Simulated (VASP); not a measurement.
Calculation: PBE GGA with D3 dispersion (Becke-Johnson damping) with spin-orbit coupling, VASP's PBE PAW potentials (set 64) (plane waves; VASP).

A VASP calculation is set up with these files.

File KPOINTS:
```
Automatic
0
Gamma
 6 6 4
```

**INCAR**
```
LWAVE = .FALSE.
MAGMOM = 0 0 0 0 0 0 0 0 0
EDIFF = 1E-6
NELM = 100
LSORBIT = .TRUE.
LCHARG = .FALSE.
ENCUT = 400   ! plane-wave cut-off (eV)
SIGMA = 0.05
IVDW = 12   ! D3, Becke-Johnson
ISMEAR = 0   ! Gaussian
LASPH = .TRUE.   ! aspherical one-centre terms
LREAL = .FALSE.   ! projection in real space or not
LMAXMIX = 4   ! l cut-off of mixed one-centre charges
SYSTEM = Se
GGA_COMPAT = .FALSE.
GGA = PE
PREC = Accurate
ALGO = Normal   ! blocked Davidson
```

### POSCAR
```
Se
1.0
  4.0773409450   0.0000000000   0.0000000000
 -2.0386704725   3.5310806386   0.0000000000
  0.0000000000   0.0000000000   5.1317665380
Se
3
direct
  0.2465516229   0.0000000000   0.3333330000
  0.0000000000   0.2465516229   0.6666670000
  0.7534483771   0.7534483771   1.0000000000
```

**KPOINTS_OPT**
```
k-points along high-symmetry lines
5
Line-mode
Reciprocal
  0.000000   0.000000   0.000000 ! GAMMA
  0.500000   0.000000   0.000000 ! M

  0.500000   0.000000   0.000000 ! M
  0.333333   0.333333   0.000000 ! K

  0.333333   0.333333   0.000000 ! K
  0.000000   0.000000   0.000000 ! GAMMA

  0.000000   0.000000   0.000000 ! GAMMA
  0.000000   0.000000   0.500000 ! A

  0.000000   0.000000   0.500000 ! A
  0.500000   0.000000   0.500000 ! L

  0.500000   0.000000   0.500000 ! L
  0.333333   0.333333   0.500000 ! H

  0.333333   0.333333   0.500000 ! H
  0.000000   0.000000   0.500000 ! A

  0.500000   0.000000   0.500000 ! L
  0.500000   0.000000   0.000000 ! M

  0.333333   0.333333   0.500000 ! H
  0.333333   0.333333   0.000000 ! K
```

POTCAR, in this order: Se (PBE.64 set). Program: vasp_ncl.

The resulting files:

OSZICAR:
```
       N       E                     dE             d eps       ncg     rms          rms(c)
DAV:   1     0.813253999180E+02    0.81325E+02   -0.63810E+03  1768   0.951E+02
DAV:   2    -0.434414853083E+01   -0.85670E+02   -0.83105E+02  2362   0.177E+02
DAV:   3    -0.104883202497E+02   -0.61442E+01   -0.60852E+01  2232   0.516E+01
DAV:   4    -0.105510064898E+02   -0.62686E-01   -0.62550E-01  1968   0.609E+00
DAV:   5    -0.105515865185E+02   -0.58003E-03   -0.57984E-03  2088   0.571E-01    0.691E+00
DAV:   6    -0.105083121376E+02    0.43274E-01   -0.32965E-02  1880   0.137E+00    0.427E+00
DAV:   7    -0.104957109851E+02    0.12601E-01   -0.60232E-02  1872   0.182E+00    0.816E-01
DAV:   8    -0.104958082680E+02   -0.97283E-04   -0.55360E-03  1864   0.510E-01    0.178E-01
DAV:   9    -0.104953876739E+02    0.42059E-03   -0.13554E-03  1886   0.258E-01    0.783E-02
DAV:  10    -0.104954866994E+02   -0.99025E-04   -0.31180E-04  1910   0.117E-01    0.208E-02
DAV:  11    -0.104954938435E+02   -0.71441E-05   -0.70487E-06  2030   0.200E-02    0.963E-03
DAV:  12    -0.104954966030E+02   -0.27595E-05   -0.31282E-06  1798   0.135E-02    0.364E-03
DAV:  13    -0.104954969858E+02   -0.38282E-06   -0.37109E-07  1008   0.462E-03
   1 F= -.11557917E+02 E0= -.11557917E+02  d E =-.229270E-10  mag=    -0.0000     0.0000     0.0000
       N       E                     dE             ncg
       N       E                     dE             ncg
```

File OUTCAR:
```
------------------------ aborting loop because EDIFF is reached ----------------------------------------
 Edisp (eV)   -1.06242
  FORCE on cell =-STRESS in cart. coord.  units (eV):
  Direction    XX          YY          ZZ          XY          YZ          ZX
  --------------------------------------------------------------------------------------
  Total      -0.00754    -0.00754     0.01852     0.00000     0.00000     0.00000
  in kB      -0.16347    -0.16347     0.40158     0.00000     0.00000     0.00000
  external pressure =        0.02 kB  Pullay stress =        0.00 kB
  volume of cell :       73.88
      direct lattice vectors                 reciprocal lattice vectors
     4.077340945  0.000000000  0.000000000     0.245257881  0.141599712  0.000000000
    -2.038670473  3.531080639  0.000000000     0.000000000  0.283199423  0.000000000
     0.000000000  0.000000000  5.131766538     0.000000000  0.000000000  0.194864671
 POSITION                                       TOTAL-FORCE (eV/Angst)
 -----------------------------------------------------------------------------------
      1.00528      0.00000      1.71059         0.021948     -0.000000      0.000000
     -0.50264      0.87059      3.42118        -0.010974      0.019007     -0.000000
      1.53603      2.66049      0.00000        -0.010974     -0.019007     -0.000000
 -----------------------------------------------------------------------------------
    total drift:                               -0.000113     -0.000196     -0.000000
  FREE ENERGIE OF THE ION-ELECTRON SYSTEM (eV)
  ---------------------------------------------------
  free  energy   TOTEN  =       -11.5579170983 eV

  energy  without entropy=      -11.5579170983  energy(sigma->0) =      -11.55791710

 Ion:    1  E_soc:     -0.0460552

 Ion:    2  E_soc:     -0.0460552

 Ion:    3  E_soc:     -0.0460552
```
(Selected blocks of OUTCAR.)

The structure comes from a measured Se entry (P3_121) of the Crystallography Open Database, whose conditions weren't checked. It was relaxed first, which changed the volume by -6 %.
